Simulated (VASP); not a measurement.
Output of a VASP run:

OSZICAR:
```
       N       E                     dE             d eps       ncg     rms          rms(c)
DAV:   1     0.127411031812E+03    0.12741E+03   -0.93806E+03  2964   0.162E+03
DAV:   2    -0.203104742918E+02   -0.14772E+03   -0.14360E+03  3014   0.397E+02
DAV:   3    -0.291986614514E+02   -0.88882E+01   -0.87718E+01  4239   0.934E+01
DAV:   4    -0.294887114650E+02   -0.29005E+00   -0.28839E+00  3752   0.154E+01
DAV:   5    -0.294970339082E+02   -0.83224E-02   -0.83220E-02  4364   0.226E+00    0.192E+01
DAV:   6    -0.241757475624E+02    0.53213E+01   -0.24510E+01  3869   0.621E+01    0.450E+00
DAV:   7    -0.242288045567E+02   -0.53057E-01   -0.14003E+00  3212   0.140E+01    0.391E+00
DAV:   8    -0.242436713235E+02   -0.14867E-01   -0.14373E-01  4467   0.329E+00    0.607E-01
DAV:   9    -0.242405566088E+02    0.31147E-02   -0.36886E-02  3875   0.257E+00    0.245E-01
DAV:  10    -0.242401070750E+02    0.44953E-03   -0.49435E-03  3699   0.106E+00    0.120E-01
DAV:  11    -0.242400111706E+02    0.95904E-04   -0.23347E-04  3619   0.189E-01    0.519E-02
DAV:  12    -0.242400025945E+02    0.85762E-05   -0.59381E-05  3784   0.101E-01    0.101E-02
DAV:  13    -0.242400023597E+02    0.23474E-06   -0.64709E-06  3527   0.341E-02    0.416E-03
DAV:  14    -0.242400024710E+02   -0.11133E-06   -0.38610E-07  3437   0.797E-03    0.652E-04
DAV:  15    -0.242400024931E+02   -0.22008E-07   -0.30845E-08  1627   0.253E-03
   1 F= -.25395251E+02 E0= -.25395020E+02  d E =-.253953E+02
       N       E                     dE             d eps       ncg     rms          rms(c)
DAV:   1    -0.242439609766E+02   -0.39585E-02   -0.26945E-01  3229   0.856E+00    0.517E-01
DAV:   2    -0.242409812396E+02    0.29797E-02   -0.14562E-02  3106   0.132E+00    0.303E-01
DAV:   3    -0.242396242364E+02    0.13570E-02   -0.14921E-03  3443   0.533E-01    0.912E-02
DAV:   4    -0.242394867426E+02    0.13749E-03   -0.28487E-04  3551   0.210E-01    0.137E-02
DAV:   5    -0.242394821669E+02    0.45757E-05   -0.24526E-05  3164   0.623E-02    0.557E-03
DAV:   6    -0.242394816907E+02    0.47622E-06   -0.12132E-06  3405   0.148E-02    0.224E-03
DAV:   7    -0.242394816837E+02    0.70042E-08   -0.53680E-08  2155   0.297E-03
   2 F= -.25397219E+02 E0= -.25397134E+02  d E =-.196765E-02
       N       E                     dE             d eps       ncg     rms          rms(c)
DAV:   1    -0.242397361303E+02   -0.25444E-03   -0.19152E-03  3219   0.721E-01    0.439E-02
DAV:   2    -0.242397147706E+02    0.21360E-04   -0.10216E-04  3096   0.110E-01    0.256E-02
DAV:   3    -0.242397049737E+02    0.97969E-05   -0.11031E-05  3455   0.455E-02    0.725E-03
DAV:   4    -0.242397040560E+02    0.91765E-06   -0.18706E-06  3550   0.169E-02    0.116E-03
DAV:   5    -0.242397039471E+02    0.10893E-06   -0.14961E-07  2169   0.498E-03    0.455E-04
DAV:   6    -0.242397039455E+02    0.15909E-08   -0.13254E-08  1532   0.175E-03
   3 F= -.25397237E+02 E0= -.25397137E+02  d E =-.198595E-02
```

File OUTCAR:
```
------------------------ aborting loop because EDIFF is reached ----------------------------------------
  Edisp (eV):   -1.15753
  FORCE on cell =-STRESS in cart. coord.  units (eV):
  Direction    XX          YY          ZZ          XY          YZ          ZX
  --------------------------------------------------------------------------------------
  Total       2.71704     2.71704     2.71673     0.00000     0.00000     0.00000
  in kB     186.14587   186.14587   186.12457     0.00000     0.00000     0.00000
  external pressure =      186.14 kB  Pullay stress =        0.00 kB
  volume of cell :       23.39
      direct lattice vectors                 reciprocal lattice vectors
     1.478472097 -2.560788817  0.000000000     0.338186971 -0.195252337 -0.000000000
     1.478472097  2.560788817 -0.000000000     0.338186971  0.195252337 -0.000000000
     0.000000000  0.000000000  3.088423287    -0.000000000  0.000000000  0.323789814
 POSITION                                       TOTAL-FORCE (eV/Angst)
 -----------------------------------------------------------------------------------
      0.00000     -0.00000      0.00000        -0.000000      0.000000     -0.000000
      1.47847      0.85360      1.54421        -0.000000      0.000000      0.000000
      1.47847     -0.85360      1.54421         0.000000     -0.000000     -0.000000
 -----------------------------------------------------------------------------------
    total drift:                               -0.000000     -0.000000      0.000000
  FREE ENERGIE OF THE ION-ELECTRON SYSTEM (eV)
  ---------------------------------------------------
  free  energy   TOTEN  =       -25.3972368601 eV

  energy  without entropy=      -25.3969382593  energy(sigma->0) =      -25.39713733

 reached required accuracy - stopping structural energy minimisation
```
(Selected blocks of OUTCAR.)

**POSCAR**
```
TiB2
1
    1.4738704053    -2.5528184513     0.0000000000
    1.4738704053     2.5528184513     0.0000000000
    0.0000000000     0.0000000000     3.1077386339
Ti B
1 2
Direct
  0.0000000000   0.0000000000   0.0000000000
  0.3333330000   0.6666670000   0.5000000000
  0.6666670000   0.3333330000   0.5000000000
```

### Question
Write an INCAR and KPOINTS that could have produced this output.

### Answer
This is not unique; one that fits is the input of the run itself, PBE GGA with D4 dispersion, plane waves, VASP's PBE PAW potentials (set 64).

File KPOINTS:
```
Automatic mesh
0
Gamma
12 12 10
0 0 0
```

### INCAR
```
ISIF=4
SIGMA=0.1
ALGO=Normal   ! blocked Davidson
GGA=PE   ! PBE
EDIFFG=-0.01   ! ionic stop
LCHARG=.FALSE.
NSW=30   ! most ionic steps
PREC=Accurate
LMAXMIX=4   ! l cut-off of mixed one-centre charges
SYSTEM=TiB2
IVDW=13   ! D4
LWAVE=.FALSE.
EDIFF=1E-7
ENCUT=520   ! plane-wave cut-off (eV)
NELM=100   ! most electronic steps
LREAL=.FALSE.   ! projection in real space or not
LASPH=.TRUE.   ! aspherical one-centre terms
ISMEAR=1   ! Methfessel-Paxton
IBRION=2   ! conjugate gradients
```

POTCAR, in this order: Ti_sv B (PBE.64 set). Program: vasp_std.

The compound is TiB2 in the AlB2 type structure. This cell is one point of a volume scan, at 0.94 of the reference volume. Symmetry was kept, so distortions that lower it aren't found.
